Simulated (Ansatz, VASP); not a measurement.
# Cross-check of HfB2 between VASP and Ansatz, part 2 of 2

One calculation is typed for both programs; each brings its own data sets. How far apart do they land? Of the first pair: The structure shown is the end of the Ansatz relaxation below.

VASP 6.6.1 and Ansatz 0.2.0.

So far: The starting structure; Ansatz: relaxation, PBEsol; VASP: single point, PBEsol; Comparison.

## (5) VASP: zone-centre phonons, PBEsol

Level of this step: PBEsol; plane waves and PAW (B, Hf_pv) (VASP).

Second derivatives magnify differences that forces hide, and they need a tight electronic threshold. The cell compared in this pair holds 27.51 Å³, against 29.95 Å³ for the pair before.

The input, INCAR:

```
SYSTEM = HfB2
PREC = Accurate
ENCUT = 500
EDIFF = 1E-08
NELM = 120
ISMEAR = 1
SIGMA = 0.2
LREAL = .FALSE.
ALGO = Normal
GGA = PS
NBANDS = 14
LASPH = .TRUE.
LORBIT = 11
LWAVE = .FALSE.
LCHARG = .FALSE.
ISIF = 2
IBRION = 8
GGA_COMPAT = .FALSE.
KPAR = 2
```

The input, POSCAR:

```
HfB2
1.0
    3.0020701690      0.0000000000      0.0000000000
   -1.5010350845      2.5998690303      0.0000000000
    0.0000000000      0.0000000000      3.5250125865
B Hf
2 1
Direct
    0.3333333333      0.6666666667      0.5000000000
    0.6666666667      0.3333333333      0.5000000000
    0.0000000000      0.0000000000      0.0000000000
```

The input, KPOINTS:

```
Automatic mesh
0
Gamma
15 15 12
0 0 0
```

The projector-augmented-wave data sets are B and Hf_pv (PBE family, release 64).

On the command line:

```
mpirun -np 2 vasp_std
```

Numbers of over 12 decimals in the logs are rounded to 6 here.

Output:

```text
[banner, memory and clock lines left out]
running    2 mpi-ranks, on    1 nodes
[...]
[... a notice as in an earlier step ...]

 LDA part: xc-table for (Slater+PW92), standard interpolation
 POSCAR, INCAR and KPOINTS ok, starting setup
[...]
entering main loop
       N       E                     dE             d eps       ncg     rms          rms(c)
DAV:   1     0.255092980477E+02    0.25509E+02   -0.80093E+03  5292   0.107E+03
DAV:   2    -0.288117404830E+02   -0.54321E+02   -0.50847E+02  6812   0.225E+02
DAV:   3    -0.302367130408E+02   -0.14250E+01   -0.14170E+01  7068   0.273E+01
DAV:   4    -0.302425411716E+02   -0.58281E-02   -0.58274E-02  6144   0.211E+00
[...]
DAV:  14    -0.276702091170E+02   -0.12096E-07   -0.34983E-08  6126   0.160E-03    0.116E-03
DAV:  15    -0.276702091353E+02   -0.18239E-07   -0.27384E-09  2874   0.440E-04    0.147E-03
DAV:  16    -0.276702091309E+02    0.43988E-08   -0.28499E-10  2778   0.147E-04
   1 F= -.27670209E+02 E0= -.27670536E+02  d E =0.981790E-03
[...]
RMM:  12    -0.196369365642E+00   -0.41702E-07   -0.20357E-07 27525   0.157E-05    0.736E-06
RMM:  13    -0.196369366107E+00   -0.46510E-09   -0.10228E-07 21612   0.728E-06    0.440E-06
RMM:  14    -0.196369371904E+00   -0.57973E-08   -0.53023E-08 16668   0.413E-06    0.703E-07
 first order change of Fermi-energy   0.32217E-04
 force on displaced ion       3 direction 1 : -15.493   0.000   0.000
 Linear response progress:
  Degree of freedom:   4/  4
       N       E                     dE             d eps       ncg     rms          rms(c)
RMM:   1    -0.233662583795E+00   -0.23366E+00    0.44625E+00  6008   0.126E+01
RMM:   2    -0.230620663822E+00    0.30419E-02   -0.37973E-02  8080   0.132E+00    0.941E-01
RMM:   3    -0.230139085351E+00    0.48158E-03   -0.22011E-03 10532   0.218E-01    0.479E-01
RMM:   4    -0.229773493472E+00    0.36559E-03   -0.27001E-04 10248   0.831E-02    0.160E-01
[...]
RMM:  14    -0.229513855601E+00    0.89017E-08    0.24234E-07  8700   0.740E-06    0.254E-06
RMM:  15    -0.229513846435E+00    0.91666E-08    0.11534E-07  9683   0.496E-06    0.148E-06
RMM:  16    -0.229513849401E+00   -0.29660E-08    0.60782E-08  6307   0.261E-06    0.946E-07
 first order change of Fermi-energy  -0.30772E-03
 force on displaced ion       3 direction 3 :   0.000   0.000 -17.490
 Linear response finished
```

Parts of OUTCAR (step 5):

```text
  Total        4.9306044      4.9306044      0.0562129      0.0000000     -0.0000000      0.0000000
  in kB      287.1294616    287.1294616      3.2735075      0.0000000     -0.0000000      0.0000000
  external PRESSURE =     192.5108103 kB  Pullay stress =       0.0000000 kB

 POSITION                                       TOTAL-FORCE (eV/Angst)
 -----------------------------------------------------------------------------------
     -0.00000      1.73325      1.76251        -0.000000      0.000000     -0.000000
      1.50104      0.86662      1.76251        -0.000000     -0.000000      0.000000
      0.00000      0.00000      0.00000         0.000000      0.000000     -0.000000
 -----------------------------------------------------------------------------------
    total drift:                               -0.000000      0.000000      0.000000

[... 1 part as in an earlier step ...]

[... 1 further part left out ...]
```

Energies printed during the response cycles are not total energies of the cell.

## (6) Ansatz: zone-centre phonons, PBEsol

The same cell, functional, mesh and smearing now go to Ansatz, which takes its cutoff from its data sets.

The cell is taken from a series of runs on this material, whose earlier steps may have relaxed, scaled, displaced or heated it; both programs get it as it stands.

The input, input.yaml:

```yaml
crystal:
  lattice:
    - [3.002070169, 0.0, 0.0]
    - [-1.5010350845, 2.5998690303, 0.0]
    - [0.0, 0.0, 3.5250125865]
  atoms:
    - { symbol: B, position: [0.3333333333, 0.6666666667, 0.5] }
    - { symbol: B, position: [0.6666666667, 0.3333333333, 0.5] }
    - { symbol: Hf, position: [0.0, 0.0, 0.0] }
kpoints:
  mp_grid: { grid: [15, 15, 12] }
hamiltonian:
  xc: pbesol
  pseudopotentials: { kind: paw, azcp: { folder: soft_1 }, xc_functional: pbe }
scf:
  occupations: { method: methfessel_paxton, width: 0.2 }
output:
  eigenvalues: true
phonons:
  method: dfpt
```

On the command line:

```
ansatz run input.yaml --threads 4 --pin off --max-ram 10240MiB --backend cpu --events-out ev --progress --plain --runs-dir out
```

Output:

```text
zone centre: on kpoints.mp_grid the ground state, and the responses unless they are solved on pairs of k-points, stand on 448 of the mesh's 2700 k-points, reduced under 4 symmetry operations, with k and −k counted as one. Each operation leaves every solved displacement unchanged or reverses it
[...]
Crystal: 3 atoms, lattice volume = 27.513 Å³
[...]
k mesh reduced under 4 symmetry operations, with k and −k counted as one. Each operation leaves every solved displacement unchanged or reverses it
  ASR residual: 1.632e-5 → 0.000e0 eV/Å²; symmetrization residual: 9.595e-7 eV/Å²
  ASR residual per site (eV/Å²): 1.94e-6 1.94e-6 1.63e-5
  Γ frequencies (cm⁻¹): 0.00 0.00 0.00 466.10 466.10 494.96 593.79 972.54 972.54
  non-analytic LO–TO correction: not included (Born effective charges unavailable; polar crystals: no LO–TO splitting at Γ)
[key lines of the parts left out:]
SCF converged after 10 iterations
Free energy (F): -15907.186170 eV
Fermi energy:    20.541192 eV
```

## (7) Comparison

What differs besides the data sets and the points named for the pairs above, as far as they apply: the data sets hold 32 valence electrons in Ansatz (on its PAW soft_1 files) and 16 in VASP. Total energies have different zeros and are not compared.

The two programs side by side:

```tsv
quantity	Ansatz	VASP	difference
optical mode 1 to 2 (cm⁻¹)	466.1	467.5	-0.29 %
optical mode 3 (cm⁻¹)	495.0	496.6	-0.33 %
optical mode 4 (cm⁻¹)	593.8	595.0	-0.20 %
optical mode 5 to 6 (cm⁻¹)	972.5	977.7	-0.53 %
```

Modes are paired by rising frequency, not by their patterns, so a pair may set unlike modes beside each other; they are those without the splitting of longitudinal modes.

## (8) What came out

| Item | Value |
| --- | --- |
| difference in pressure (single point, PBEsol) | 0.21 GPa |
| r.m.s. difference of the optical zone-centre modes, each program's sorted by frequency (zone-centre phonons, PBEsol) | 3.2 cm⁻¹ |
| difference in optical mode 5 to 6 (zone-centre phonons, PBEsol) | -0.5 % |

**Reading.** The difference in pressure is 0.21 GPa (single point, PBEsol), within the 1 GPa picked in this series as the mark of a large difference. The data sets hold unlike numbers of valence electrons (32 in Ansatz and 16 in VASP), so part of the differences comes from the potentials. Among the rows given in per cent, the largest difference of the zone-centre phonons, PBEsol pair is in optical mode 5 to 6, -0.5 %. Such differences can come from data sets, numerical settings and the points named under the comparisons, not from the functional's error against experiment.

[Lines on the potential files, build, host, timing and source positions are cut from VASP's logs without a mark.]

[Logs are printed without paths, hosts, clocks, repeated set-up lines and the standing remarks that a program may print on its own settings, such as how far it seeks lower states.]

[Hosts, paths, dates, database ids (printed as entryN), source tags and the programs' standing remarks are cut or masked in the printed files.]
